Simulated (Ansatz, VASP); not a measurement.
# Cross-check of Ti2NF2 (Ti2NF2 MXene monolayer) between VASP and Ansatz

Wanted: the spread between two codes on one cell, functional and k mesh. Of the first pair: The structure shown is the start of the Ansatz relaxation below; VASP solves that cell, so the two are compared at the walk's first step.

Calculated with Ansatz 0.2.0; plane waves, with VASP 6.6.1 beside it; single point at PBE with D3(BJ).

### 1. The structure

The cell holds 5 atoms: 2 F, 2 Ti and 1 N. Cell: a = 3.029 Å, b = 3.029 Å, c = 39.772 Å, α = 90.0°, β = 90.0°, γ = 120.0°. Vacuum lies along c.

As a file:

```cif
data_structure
_symmetry_space_group_name_H-M 'P 1'
_symmetry_Int_Tables_number 1
_cell_length_a 3.0287
_cell_length_b 3.0287
_cell_length_c 39.7724
_cell_angle_alpha 90.000
_cell_angle_beta 90.000
_cell_angle_gamma 120.000
_cell_volume 315.96
loop_
_atom_site_label
_atom_site_type_symbol
_atom_site_fract_x
_atom_site_fract_y
_atom_site_fract_z
_atom_site_occupancy
F1 F 0.33333 0.66667 0.44503 1
F2 F 0.66667 0.33333 0.55497 1
Ti3 Ti 0.66667 0.33333 0.46995 1
Ti4 Ti 0.33333 0.66667 0.53005 1
N5 N 0.00000 0.00000 0.50000 1
```

### 2. Ansatz: relaxation, PBE with D3(BJ)

Ansatz runs on its default PAW (the set named soft_2) files.

The two programs are compared at the cell with which this relaxation starts, whose forces are those of its first step.

Input file input.yaml:

```yaml
crystal:
  lattice:
    - [3.02874, 0.0, 0.0]
    - [-1.51437, 2.6229657815, 0.0]
    - [0.0, 0.0, 39.7723862702]
  atoms:
    - { symbol: F, position: [0.3333333333, 0.6666666667, 0.445032387] }
    - { symbol: Ti, position: [0.6666666667, 0.3333333333, 0.4699525167], spin: 1.0 }
    - { symbol: "N", position: [0.0, 0.0, 0.5] }
    - { symbol: Ti, position: [0.3333333333, 0.6666666667, 0.5300474833], spin: 1.0 }
    - { symbol: F, position: [0.6666666667, 0.3333333333, 0.554967613] }
  periodic: [true, true, false]
magnetization:
  spin_polarized: true
kpoints:
  mp_grid: { grid: [12, 12, 1] }
hamiltonian:
  xc: pbe
  dispersion: d3bj
scf:
  occupations: { method: fermi_dirac, width: 0.05 }
  convergence: { dr2_threshold: 1.0e-09 }
relax:
  f_tol: 0.004
  max_steps: 90
  cell: {}
output:
  write_potential: true
  write_density: true
  volumetric_format: npy
```

Command:

```sh
> ansatz run input.yaml --threads 2 --pin off --max-ram 3072MiB --backend cpu --events-out ev --progress --plain --runs-dir out
```

Numbers of over 12 decimals in the logs are rounded to 6 here.

What it wrote:

```text
Warning: relax.cell: scf.convergence.dr2_threshold = 1e-9 eV is looser than the 2.42053988211e-10 eV advised for a relaxation that steers and ends on the stress (1e-10 eV for each atom of the cell: 5, times the square of relax.cell.stress_2d_tol = 0.05 N/m over 14.4 Å (the atoms' height at the walk's start and 5 Å past either face), 3.479e-2 GPa, over a crystal's default 0.05). What an SCF threshold leaves in a stress goes as its square root, and in the free energy as the threshold itself, and one threshold admits the most on a small cell: [figures from the program's tests cut] Set scf.convergence.dr2_threshold to 2.42053988211e-10 eV or tighter. [rest of the remark cut]
Engine: ansatz 0.2.0, x86_64-unknown-linux-gnu
Pseudopotentials: kind: paw
Pseudopotential: F, paw, valence charge 7, recommended cutoff 420 eV (normal), F.paw.azcp
Pseudopotential: Ti, paw, valence charge 12, recommended cutoff 420 eV (normal), Ti.paw.azcp
Pseudopotential: N, paw, valence charge 5, recommended cutoff 420 eV (normal), N.paw.azcp
Functional definition: PBE
  parameter kappa = 0.804
  parameter beta = 0.066725
  exchange = pbe_x(kappa = kappa, mu = beta*pi^2/3)
  correlation = pbe_c(beta = beta)
Crystal: 5 atoms, lattice volume = 315.963 Å³
Basis set: ecut = 420 eV, 6073 PW (Γ), exchange–correlation on 48×48×540 points (8 copies of the dense FFT grid, shifted against one another)
Bands: 28, of which v1, the nominal top of the filled ones, is band 22 counted from 1 (21 counted from 0)
Symmetry: 12 space group operations
Space group: P-3m1 (ITA 164), of the structure as read, at distance tolerance 6.8e-5 Å
Magnetic group: BNS 164.85 (UNI 1315), of the structure as read, at distance tolerance 6.8e-5 Å
k-points: 19 of 144
Non-local potential: F, projectors of the file, l = 0: 2, l = 1: 2, l = 2: 1
Non-local potential: Ti, projectors of the file, l = 0: 3, l = 1: 2, l = 2: 3, l = 3: 1
Non-local potential: N, projectors of the file, l = 0: 2, l = 1: 2, l = 2: 1
PAW form: soft (Blöchl's): semilocal exchange-correlation on the pseudo side does not see the compensation charge
PAW one-centre angular grid: F, 110 points (default); XC on 64 Gauss nodes
PAW one-centre angular grid: Ti, 590 points (default); XC on 64 Gauss nodes
PAW one-centre angular grid: N, 110 points (default); XC on 64 Gauss nodes
Initial density: superposition of atomic densities (neutral atoms: chi_scale 0, normalization atom)
Starting moments: Σ|m| = 2 μB on 2 of 5 sites
Initial wavefunctions: pseudopotential atomic-orbital guess
Functional: x = pbe(κ = 0.804, μ = 0.219515), c = pbe(β = 0.066725)
SCF iter   1: F=—  HF=-7011.703161 eV  |F-HF|=—  |Δ(HF+E_count)|=         —  Δρ=3.55e-2 (↑3.55e-2 ↓2.93e-2)  dr2=1.81e1  dr2_m=3.08e-1  M=0.919 μB ∫|m|=0.978 μB  β_m=0.30  ethr=3.10e-3  ⟨swp⟩=14.4  Hψ=7513  notcnv=0
Mixer restart at iter 1: flushing history
preconditioner: auto → LDOS  [metal: Δε(μ)=0.054 eV  Ē_g=10.903 eV  σ=0.050 eV  W_gap=0.26  n_scr=24 (ndim 8)  ℏωp=10.0 eV  f_vac=0.804  D(μ)=1.77/eV (n_scr^D=12)]
spin=Collinear: LDOS preconditioning applied to the charge; magnetization (m = ρ↑ − ρ↓) channel mixes plain (no charge-response kernel on spin).
SCF iter   2: F=—  HF=-7008.016077 eV  |F-HF|=—  |Δ(HF+E_count)|=    3.69e0  Δρ=1.98e-2 (↑1.98e-2 ↓1.42e-2)  dr2=5.19e0  dr2_m=1.81e-1  M=0.805 μB ∫|m|=0.872 μB  β_m=0.46  ethr=3.10e-3  ⟨swp⟩=3.4  Hψ=2609  notcnv=0  defer=20
SCF iter   3: F=—  HF=-7006.778074 eV  |F-HF|=—  |Δ(HF+E_count)|=    1.24e0  Δρ=5.87e-3 (↑5.87e-3 ↓5.52e-3)  dr2=8.67e-2  dr2_m=4.87e-2  M=0.577 μB ∫|m|=0.638 μB  β_m=0.59  ethr=3.10e-3  ⟨swp⟩=5.0  Hψ=2938  notcnv=0  defer=20
SCF iter   4: F=—  HF=-7006.965748 eV  |F-HF|=—  |Δ(HF+E_count)|=         —  Δρ=6.41e-3 (↑6.41e-3 ↓4.58e-3)  dr2=3.98e-2  dr2_m=8.27e-2  M=0.118 μB ∫|m|=0.172 μB  β_m=0.59  ethr=2.02e-4  ⟨swp⟩=4.8  Hψ=2767  notcnv=0  defer=7
SCF iter   5: F=—  HF=-7006.949224 eV  |F-HF|=—  |Δ(HF+E_count)|=   1.65e-2  Δρ=2.46e-3 (↑2.46e-3 ↓2.02e-3)  dr2=1.85e-3  dr2_m=1.40e-2  M=0.059 μB ∫|m|=0.088 μB  β_m=0.79  ethr=9.24e-5  ⟨swp⟩=3.1  Hψ=2037  notcnv=0  defer=7
SCF iter   6: F=—  HF=-7006.951026 eV  |F-HF|=—  |Δ(HF+E_count)|=   1.80e-3  Δρ=6.64e-4 (↑2.90e-4 ↓6.64e-4)  dr2=2.31e-3  dr2_m=2.65e-4  M=0.011 μB ∫|m|=0.018 μB  β_m=0.73  ethr=4.29e-6  ⟨swp⟩=3.6  Hψ=2759  notcnv=0  defer=7
[...]
Initial wavefunctions: pseudopotential atomic-orbital guess (no wavefunctions were taken with the density)
iter 1 solved again at ethr=8.32e-8 eV; its pass at ethr=3.10e-3 eV (dr2=3.58e-5 eV) is discarded
SCF iter   1: F=—  HF=-7008.028025 eV  |F-HF|=—  |Δ(HF+E_count)|=         —  Δρ=4.43e-6 (↑4.43e-6 ↓4.43e-6)  dr2=3.73e-8  dr2_m=3.69e-11  M=-0.000 μB ∫|m|=0.000 μB  β_m=0.65  ethr=8.32e-8  ⟨swp⟩=8.1  Hψ=13344  notcnv=0
preconditioner: auto → LDOS  [metal: Δε(μ)=0.054 eV  Ē_g=8.515 eV  σ=0.050 eV  W_gap=0.25  n_scr=20 (ndim 8)  ℏωp=10.0 eV  f_vac=0.816  D(μ)=2.35/eV (n_scr^D=14)]
spin=Collinear: LDOS preconditioning applied to the charge; magnetization (m = ρ↑ − ρ↓) channel mixes plain (no charge-response kernel on spin).
SCF iter   2: F=—  HF=-7008.028062 eV  |F-HF|=—  |Δ(HF+E_count)|=   3.72e-5  Δρ=1.62e-6 (↑1.61e-6 ↓1.62e-6)  dr2=1.39e-8  dr2_m=1.50e-11  M=-0.000 μB ∫|m|=0.000 μB  β_m=0.48  ethr=8.69e-11  ⟨swp⟩=4.4  Hψ=3038  notcnv=0
SCF iter   3: F=—  HF=-7008.028062 eV  |F-HF|=—  |Δ(HF+E_count)|=   5.66e-9  Δρ=7.93e-7 (↑7.85e-7 ↓7.93e-7)  dr2=1.49e-9  dr2_m=6.95e-12  M=-0.000 μB ∫|m|=0.000 μB  β_m=0.62  ethr=3.23e-11  ⟨swp⟩=2.9  Hψ=1760  notcnv=0
SCF iter   4: F=-7008.028062 eV  HF=-7008.028062 eV  |F-HF|=6.38e-10  |Δ(HF+E_count)|=   3.23e-9  Δρ=1.08e-7 (↑1.02e-7 ↓1.08e-7)  dr2=3.54e-11  dr2_m=1.19e-12  M=-0.000 μB ∫|m|=0.000 μB  ethr=2.33e-12  ⟨swp⟩=12.5  Hψ=8817  notcnv=0
the starting moments were not kept: the SCF closed with an absolute magnetisation of 4.0e-6 μB, where they sum to 2 μB in size (2 sites). That is at most 0.1 of that sum. Measured as dr2_m measures the in/out step, that magnetisation stands 3.9e-12 eV from none, at or under the dr2_threshold of 1.0e-9 eV: it is no larger than a step whose dr2_m would equal this threshold.
SCF 8 converged in 4 iterations: F = -7008.028062 eV  dr2 = 3.54e-11
relax step   8: F+E_penalty+E_count = -7008.02806209 eV  Δ(F+E_penalty+E_count) = +4.339e-4 eV  max|allowed force component| = 4.170e-4 eV/Å  Δτ_max = 0.0000 Å  P = +0.018 N/m  Ω = 315.407 Å³  fix = [c, alpha, beta]  reactions: c +0.000 N/m  stress off target by 1.77e-2 N/m on what of the cell is left free  SCF on the basis re-selected at this cell (its energy is not comparable with the rows above)  (4 SCF iters)
basis re-selected at this cell: Δ(F+E_penalty+E_count) = +4.339e-4 eV, ΔP = +0.017 N/m vs the last step (what re-selecting the basis moved, of the pressure what is left beyond the Pulay correction that the steps carried, after the strain that the cell walked since its last selection, with what the two solves' SCF thresholds leave and, on support functions, any second-order correction that the steps lacked; it is no m [...]
WARN: The output density's exchange-correlation potential varies sharply where the density is thin. Do not read a vacuum level from v_tot or v_xc, or from such a field of the output density. On a cell that repeats whose density bears no net charge and no dipole along the vacuum's axis use v_es (v_loc + v_h of the components); under efield.dipole_correction with no amplitude use v_es + v_field, which holds any externa [...]
SCF converged after 4 iterations
Magnetization: -0.0000 μB (21.5000 up, 21.5000 down)
Absolute magnetization: 0.0000 μB (∫|ρ↑−ρ↓|, with the PAW one-centre terms)
Spin contamination: 0.0000 ħ² per cell (⟨S²⟩ above its minimum at these occupations)
Per-site moments (μB) at R_I (Å): [(-4.0003546729270856e-8, 0.887410), (-1.2152271567558542e-6, 0.846957), (2.254429232316661e-7, 0.846957), (-1.2152271567139114e-6, 0.846957), (-4.000354686419982e-8, 0.887410)]
Free energy (F): -7008.028062 eV
Harris-Foulkes:  -7008.028062 eV  (|F-HF|=6.38e-10)
Internal energy: -7008.009643 eV  (E = F + TS)
E sigma→0 (E₀):  -7008.018852 eV
Entropy (-TS):   -0.018419 eV (-3.684 meV/atom)
Fermi energy:    -4.421082 eV
--- Per-component energies (eV) ---
  E_band       = -1091.853074
  E_kinetic    = 1096.123218
  E_local      = -173327.766721  (includes V_loc(G=0)·N_el)
  E_nonlocal   = 207.712445
  E_hartree    = 85977.171108
  E_xc         = -417.807733
  E_vxc        = -529.260096  (∫ρ·V_xc dr)
  E_paw        = -2623.672383  (= ΣΔE_a)
  E_vpaw       = -493.008531  (= ΣTr[D̂ρ^β])
  E_aug_tail   = 0.004398  (compensation charges beyond the density's cutoff)
  E_ewald      = 82081.341096
  E_disp       = -1.115070  (pairwise vdW)
  E_smearing   = -0.018419  (= −TS)
  E_closure    = -0.000000  (closes the sum)
  Σ components = -7008.028062   (vs F -7008.028062, Δ=0.00e0)
--- Forces (eV/Å), atoms counted from 1 ---
  atom   1  F      0.00000000     0.00000000    -0.00023722
  atom   2  Ti     0.00000000    -0.00000000     0.00041704
  atom   3  N     -0.00000000     0.00000000     0.00000000
  atom   4  Ti     0.00000000     0.00000000    -0.00041704
  atom   5  F      0.00000000    -0.00000000     0.00023722
  max |Σ_I F_I| component: 4.63e-18 eV/Å
--- 2D stress c σ (N/m, compression-positive) ---
        0.017701       0.000000       0.000000
       -0.000000       0.017701       0.000000
        0.000000       0.000000       0.000000
  P = ½ c Tr σ = 0.0177 N/m
--- Band table (eV; the first three rows and the last of 38) ---
  k-point 0 ↑: bands = [... 18 lower, -9.3397, -9.3397, -5.0689, -5.0689, -4.4359, -3.1258, -3.1258, -3.0677, ... 2 higher]
  k-point 1 ↑: bands = [... 18 lower, -9.5458, -9.3997, -5.2068, -4.9503, -4.4230, -3.2544, -3.1269, -3.0761, ... 2 higher]
  k-point 2 ↑: bands = [... 18 lower, -9.6699, -9.5342, -5.5770, -4.6260, -4.3204, -3.3183, -3.1140, -3.0542, ... 2 higher]
  k-point 18 ↓: bands = [... 18 lower, -10.6088, -9.9110, -4.5130, -4.3470, -4.3470, -2.7218, -2.7218, -2.6986, ... 2 higher]
  the weakly bound empty levels are not read free of the cell's end (no_gap_told)
--- Relaxed structure (7 steps of the walk, 7 accepted, 1 SCFs on fresh bases) ---
  F+E_penalty+E_count = -7008.02806209 eV   max|allowed force component| = 4.170e-4 eV/Å   (the final SCF, on the basis selected at the relaxed cell)
  cell:  # Å, volume = 315.4071 Å³
    - [3.026074, 0, 0]
    - [-1.513037, 2.620657, 0]
    - [0, 0, 39.7723862702]
  atoms:
    - { symbol: F, position: [0.333333, 0.666667, 0.441319] }
    - { symbol: Ti, position: [0.666667, 0.333333, 0.472881] }
    - { symbol: N, position: [0, 0, 0.5] }
    - { symbol: Ti, position: [0.333333, 0.666667, 0.527119] }
    - { symbol: F, position: [0.666667, 0.333333, 0.558681] }
```

[end of part 1 of 2]

[Lines on the potential files, build, host, timing and source positions are cut from VASP's logs without a mark.]

[Logs are printed without paths, hosts, clocks, repeated set-up lines and the standing remarks that a program may print on its own settings, such as how far it seeks lower states.]

[Hosts, paths, dates, database ids (printed as entryN), source tags and the programs' standing remarks are cut or masked in the printed files.]
